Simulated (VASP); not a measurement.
An input for Ansatz (written as the equivalent of a VASP run, and not itself run):

Ansatz 0.2 input:
```yaml
crystal:
  lattice:
    - [-2.4227100, 3.8777440, 4.1558760]
    - [2.4227100, -3.8777440, 4.1558760]
    - [2.4227100, 3.8777440, -4.1558760]
  atoms:
    - { symbol: Sr, position: [0.3000000, 0.0500000, 0.2500000] }
    - { symbol: Sr, position: [0.7000000, 0.9500000, 0.7500000] }
    - { symbol: Ag, position: [0.8900000, 0.3400000, 0.5500000] }
    - { symbol: Ag, position: [0.2900000, 0.3400000, 0.9500000] }
    - { symbol: Ag, position: [0.1100000, 0.6600000, 0.4500000] }
    - { symbol: Ag, position: [0.7100000, 0.6600000, 0.0500000] }
kpoints:
  mp_grid: { grid: [4, 4, 4] }
hamiltonian:
  xc: lda
  pseudopotentials: { kind: paw }
scf:
  occupations: { method: gaussian, width: 0.05 }
  max_iter: 100
output: { forces: true, stress: true, eigenvalues: true }
```

**Question.** Translate this input to VASP (INCAR, KPOINTS, POSCAR, choice of POTCAR).

**Answer.** Several could match; the one computed here: 
**POSCAR**
```
SrAg2
1.0
 -2.4227100000   3.8777440000   4.1558760000
  2.4227100000  -3.8777440000   4.1558760000
  2.4227100000   3.8777440000  -4.1558760000
Sr Ag
2 4
Cartesian
  0.0000000000   1.9388720000   0.4155876000
  2.4227100000   1.9388720000   3.7402884000
 -0.0000000000   4.2655184000   2.8259956800
  2.4227100000   3.4899696000  -1.3298803200
  2.4227100000  -0.3877744000   1.3298803200
  0.0000000000   0.3877744000   5.4857563200
```

File KPOINTS:
```
Automatic mesh
0
Gamma
4 4 4
0 0 0
```

**INCAR**
```
SYSTEM=SrAg2
PREC=Accurate; ENCUT=300; LREAL=.False.
LASPH=.True.
EDIFF=1E-6; NELM=100; ALGO=Normal
LMAXMIX=4
ISMEAR=0; SIGMA=0.05
ISIF=2
LWAVE=.False.; LCHARG=.False.
```

POTCAR, in this order: Sr_sv Ag (LDA.64 set). Program: vasp_std.

The two are equivalent in intent, not identical: each code has its own PAW files, so the cut-off isn't converted (ENCUT is set for VASP's; basis.ecutwfc is left out, and Ansatz then takes the one that its files recommend); Ansatz stops its SCF on the density residual and VASP on the energy change (EDIFF); Ansatz's lda is the Perdew-Wang form, while the LDA potentials of VASP carry Perdew-Zunger's.

The structure comes from a measured SrAg2 entry of the Crystallography Open Database, whose conditions weren't checked. The cell was not relaxed at this level. The k-mesh is coarse (spacing up to 0.38 per Å, 2π included), so the numbers may not be converged in it.
